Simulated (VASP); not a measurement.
Method: PBE GGA, VASP's PBE PAW potentials (set 64) (plane waves; VASP).

Input for VASP

KPOINTS:
```
Automatic mesh
0
Gamma
7 7 7
0 0 0
```

INCAR:
```
SYSTEM = AgCl
PREC = Accurate; ENCUT = 400; LREAL = .FALSE.
LASPH = .TRUE.; NELECT = 17.5
EDIFF = 1E-6; NELM = 100; ALGO = Normal
LMAXMIX = 4
ISMEAR = 0; SIGMA = 0.05
GGA = PE
ISIF = 2
LWAVE = .FALSE.; LCHARG = .FALSE.
```

### POSCAR
```
AgCl
1
    0.0000000000     2.8305000000     2.8305000000
    2.8305000000     0.0000000000     2.8305000000
    2.8305000000     2.8305000000     0.0000000000
Ag Cl
1 1
Direct
  0.0000000000   0.0000000000   0.0000000000
  0.5000000000   0.5000000000   0.5000000000
```

POTCAR, in this order: Ag Cl (PBE.64 set). Program: vasp_std.

The resulting files:

File OSZICAR:
```
       N       E                     dE             d eps       ncg     rms          rms(c)
DAV:   1     0.836051080531E+02    0.83605E+02   -0.68705E+03   528   0.916E+02
DAV:   2    -0.344811374397E+01   -0.87053E+02   -0.81254E+02   630   0.221E+02
DAV:   3    -0.705549901301E+01   -0.36074E+01   -0.35652E+01   600   0.485E+01
DAV:   4    -0.708645736229E+01   -0.30958E-01   -0.30951E-01   620   0.503E+00
DAV:   5    -0.708692230138E+01   -0.46494E-03   -0.46494E-03   580   0.607E-01    0.548E+00
DAV:   6    -0.676329510927E+01    0.32363E+00   -0.17583E+00   535   0.161E+01    0.456E+00
DAV:   7    -0.675570158380E+01    0.75935E-02   -0.11472E-01   520   0.423E+00    0.241E+00
DAV:   8    -0.675434357950E+01    0.13580E-02   -0.13322E-02   585   0.137E+00    0.353E-01
DAV:   9    -0.675420182990E+01    0.14175E-03   -0.69767E-04   590   0.430E-01    0.171E-01
DAV:  10    -0.675428201976E+01   -0.80190E-04   -0.24019E-04   550   0.159E-01    0.204E-02
DAV:  11    -0.675428460914E+01   -0.25894E-05   -0.10998E-05   590   0.385E-02    0.845E-03
DAV:  12    -0.675428513359E+01   -0.52445E-06   -0.43693E-07   355   0.635E-03
   1 F= -.67542851E+01 E0= -.67532626E+01  d E =-.204509E-02
```

### OUTCAR
```
------------------------ aborting loop because EDIFF is reached ----------------------------------------
  FORCE on cell =-STRESS in cart. coord.  units (eV):
  Direction    XX          YY          ZZ          XY          YZ          ZX
  --------------------------------------------------------------------------------------
  Total       -6.1593143     -6.1593143     -6.1593143     -0.0000000     -0.0000000      0.0000000
  in kB     -217.5822575   -217.5822575   -217.5822575     -0.0000000     -0.0000000      0.0000000
  external PRESSURE =    -217.5822575 kB  Pullay stress =       0.0000000 kB
  volume of cell :       45.35
      direct lattice vectors                 reciprocal lattice vectors
     0.000000000  2.830500000  2.830500000    -0.176647235  0.176647235  0.176647235
     2.830500000  0.000000000  2.830500000     0.176647235 -0.176647235  0.176647235
     2.830500000  2.830500000  0.000000000     0.176647235  0.176647235 -0.176647235
  FREE ENERGIE OF THE ION-ELECTRON SYSTEM (eV)
  ---------------------------------------------------
  free  energy   TOTEN  =        -6.7542851336 eV

  energy  without entropy=       -6.7522400430  energy(sigma->0) =       -6.75326259
```
(Selected blocks of OUTCAR.)

The cell is charged, with a uniform compensating background.

The compound is AgCl in the rock salt structure. The cell was not relaxed at this level. The run is one of a series of settings (NELECT = 17.5 against the base run), some of them coarse on purpose.
